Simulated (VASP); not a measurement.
Method: PBE GGA with D3 dispersion (zero damping), VASP's PBE PAW potentials (set 64) (plane waves; VASP 6.6.1).

VASP ran on this input.

### POSCAR
```
CsPbCl3
1
    5.7946827412     0.0000000000     0.0000000000
    0.0000000000     5.7946827412     0.0000000000
    0.0000000000     0.0000000000     5.7946827412
Cs Pb Cl
1 1 3
Direct
  0.0000000000   0.0000000000   0.0000000000
  0.5000000000   0.5000000000   0.5000000000
  0.5000000000   0.0000000000   0.5000000000
  0.0000000000   0.5000000000   0.5000000000
  0.5000000000   0.5000000000   0.0000000000
```

**KPOINTS**
```
Automatic mesh
0
Gamma
4 4 4
0 0 0
```

**INCAR**
```
! general
SYSTEM   =  CsPbCl3
PREC     =  Accurate
ENCUT    =  520
LREAL    =  .FALSE.
LASPH    =  .TRUE.   ! aspherical one-centre terms

! electronic loop
EDIFF    =  1E-7   ! SCF stop (eV)
NELM     =  100
ALGO     =  Normal   ! blocked Davidson
LMAXMIX  =  4   ! l cut-off of mixed one-centre charges

! smearing
ISMEAR   =  0
SIGMA    =  0.05   ! width (eV)

! functional
GGA      =  PE
IVDW     =  11

! ions
ISIF     =  2

! output
LWAVE    =  .FALSE.
LCHARG   =  .FALSE.
```

POTCAR, in this order: Cs_sv Pb_d Cl (PBE.64 set). Program: vasp_std.

Output

### OUTCAR
```
 ion  position               nearest neighbor table
   1  0.000  0.000  0.000-
   2  0.500  0.500  0.500-   3 2.90   4 2.90   5 2.90   5 2.90   3 2.90   4 2.90
   3  0.500  0.000  0.500-   2 2.90   2 2.90
   4  0.000  0.500  0.500-   2 2.90   2 2.90
   5  0.500  0.500  0.000-   2 2.90   2 2.90
  LATTYP: Found a simple cubic cell.
 ALAT       =     5.7946827412
 Subroutine PRICEL returns:
 Original cell was already a primitive cell.
 Subroutine GETGRP returns: Found 48 space group operations
The static configuration has the point symmetry O_h .
The dynamic configuration has the point symmetry O_h .
 Subroutine INISYM returns: Found 48 space group operations
 Subroutine IBZKPT returns following result:
 Found     10 irreducible k-points:

 Following reciprocal coordinates:
            Coordinates               Weight
  0.000000  0.000000  0.000000      1.000000
  0.250000  0.000000  0.000000      6.000000
  0.500000  0.000000  0.000000      3.000000
  0.250000  0.250000  0.000000     12.000000
  0.500000  0.250000  0.000000     12.000000
  0.500000  0.500000  0.000000      3.000000
  0.250000  0.250000  0.250000      8.000000
  0.500000  0.250000  0.250000     12.000000
  0.500000  0.500000  0.250000      6.000000
  0.500000  0.500000  0.500000      1.000000
   k-points           NKPTS =     10   k-points in BZ     NKDIM =     10   number of bands    NBANDS=     26
   number of dos      NEDOS =    301   number of ions     NIONS =      5
   total plane-waves  NPLWV = 110592
   dimension x,y,z NGX =    48 NGY =   48 NGZ =   48
   dimension x,y,z NGXF=    96 NGYF=   96 NGZF=   96
   ions per type =               1   1   3
   PREC   = accura    normal or accurate (medium, high low for compatibility)
   ISTART =      0    job   : 0-new  1-cont  2-samecut
   ICHARG =      2    charge: 1-file 2-atom 10-const
   ISPIN  =      1    spin polarized calculation?
   LNONCOLLINEAR =      F non collinear calculations
...
```

OSZICAR:
```
       N       E                     dE             d eps       ncg     rms          rms(c)
DAV:   1     0.413388095946E+03    0.41339E+03   -0.19114E+04   520   0.151E+03
DAV:   2     0.293860601884E+02   -0.38400E+03   -0.37613E+03   676   0.344E+02
DAV:   3    -0.165945176930E+02   -0.45981E+02   -0.45791E+02   606   0.130E+02
DAV:   4    -0.185473727860E+02   -0.19529E+01   -0.19469E+01   730   0.356E+01
DAV:   5    -0.185941535293E+02   -0.46781E-01   -0.46727E-01   656   0.415E+00    0.478E+00
DAV:   6    -0.175815442258E+02    0.10126E+01   -0.20934E+00   682   0.155E+01    0.321E+00
DAV:   7    -0.175268083875E+02    0.54736E-01   -0.75453E-01   768   0.482E+00    0.187E+00
DAV:   8    -0.175416320938E+02   -0.14824E-01   -0.99189E-02   678   0.256E+00    0.313E-01
DAV:   9    -0.175388392680E+02    0.27928E-02   -0.28509E-02   764   0.121E+00    0.150E-01
DAV:  10    -0.175394921012E+02   -0.65283E-03   -0.26147E-03   598   0.325E-01    0.540E-02
DAV:  11    -0.175396236083E+02   -0.13151E-03   -0.27120E-04   690   0.132E-01    0.142E-02
DAV:  12    -0.175396279061E+02   -0.42978E-05   -0.35118E-05   696   0.612E-02    0.109E-02
DAV:  13    -0.175396264256E+02    0.14805E-05   -0.64045E-06   760   0.131E-02    0.220E-03
DAV:  14    -0.175396263819E+02    0.43652E-07   -0.10076E-06   634   0.872E-03    0.879E-04
DAV:  15    -0.175396264318E+02   -0.49876E-07   -0.31160E-08   402   0.156E-03
   1 F= -.18510660E+02 E0= -.18510660E+02  d E =-.542166E-13
```

OUTCAR:
```
------------------------ aborting loop because EDIFF is reached ----------------------------------------
 Edisp (eV)   -0.97103
  FORCE on cell =-STRESS in cart. coord.  units (eV):
  Direction    XX          YY          ZZ          XY          YZ          ZX
  --------------------------------------------------------------------------------------
  Total      -1.56019    -1.56019    -1.56019    -0.00000    -0.00000     0.00000
  in kB     -12.84692   -12.84692   -12.84692    -0.00000    -0.00000     0.00000
  external pressure =      -12.85 kB  Pullay stress =        0.00 kB
  volume of cell :      194.58
      direct lattice vectors                 reciprocal lattice vectors
     5.794682741  0.000000000  0.000000000     0.172572002  0.000000000  0.000000000
     0.000000000  5.794682741  0.000000000     0.000000000  0.172572002  0.000000000
     0.000000000  0.000000000  5.794682741     0.000000000  0.000000000  0.172572002
 POSITION                                       TOTAL-FORCE (eV/Angst)
 -----------------------------------------------------------------------------------
      0.00000      0.00000      0.00000         0.000000      0.000000      0.000000
      2.89734      2.89734      2.89734         0.000000      0.000000      0.000000
      2.89734      0.00000      2.89734         0.000000      0.000000      0.000000
      0.00000      2.89734      2.89734         0.000000      0.000000      0.000000
      2.89734      2.89734      0.00000         0.000000      0.000000      0.000000
 -----------------------------------------------------------------------------------
    total drift:                                0.000000     -0.000000     -0.000000
  FREE ENERGIE OF THE ION-ELECTRON SYSTEM (eV)
  ---------------------------------------------------
  free  energy   TOTEN  =       -18.5106602519 eV

  energy  without entropy=      -18.5106602519  energy(sigma->0) =      -18.51066025
```
(Selected blocks of OUTCAR.)

OUTCAR:
```
 val. band max:        0.6071890668   @ k =   0.5000   0.5000   0.5000

 cond. band min:       2.9237823247   @ k =   0.5000   0.5000   0.5000


 Fermi energy:         0.8460342537

 k-point     1 :       0.0000    0.0000    0.0000
  band No.  band energies     occupation
      1     -20.2934      2.00000
      2     -15.8001      2.00000
      3     -15.8001      2.00000
      4     -15.6727      2.00000
      5     -15.6727      2.00000
      6     -15.6727      2.00000
      7     -13.6624      2.00000
      8     -13.0559      2.00000
      9     -13.0559      2.00000
     10      -7.0730      2.00000
     11      -7.0730      2.00000
     12      -7.0730      2.00000
     13      -5.7974      2.00000
     14      -3.1344      2.00000
     15      -3.1344      2.00000
     16      -3.1344      2.00000
     17      -1.2919      2.00000
     18      -1.2919      2.00000
     19      -1.2919      2.00000
     20      -1.2263      2.00000
     21      -1.2263      2.00000
     22      -1.2263      2.00000
     23       4.4112      0.00000
     24       5.5451      0.00000
     25       5.5451      0.00000
     26       6.4159      0.00000

 k-point     2 :       0.2500    0.0000    0.0000
  band No.  band energies     occupation
      1     -20.2928      2.00000
      2     -15.8001      2.00000
      3     -15.7714      2.00000
      4     -15.6731      2.00000
      5     -15.6731      2.00000
      6     -15.6727      2.00000
      7     -13.6038      2.00000
      8     -13.1633      2.00000
      9     -13.0551      2.00000
     10      -7.0715      2.00000
     11      -7.0671      2.00000
     12      -7.0671      2.00000
     13      -6.2060      2.00000
     14      -3.0987      2.00000
     15      -3.0987      2.00000
     16      -2.2870      2.00000
     17      -1.3369      2.00000
     18      -1.3364      2.00000
     19      -1.3364      2.00000
     20      -1.2657      2.00000
     21      -1.2657      2.00000
     22      -1.1966      2.00000
...
```

Unless said otherwise, spin-orbit coupling is left out, though it shifts the bands of the heavy elements here.

The compound is CsPbCl3 in the cubic perovskite structure, the ideal cubic form; the compound distorts at low or room temperature. This cell is one point of a volume scan, at 1.06 of the reference volume.
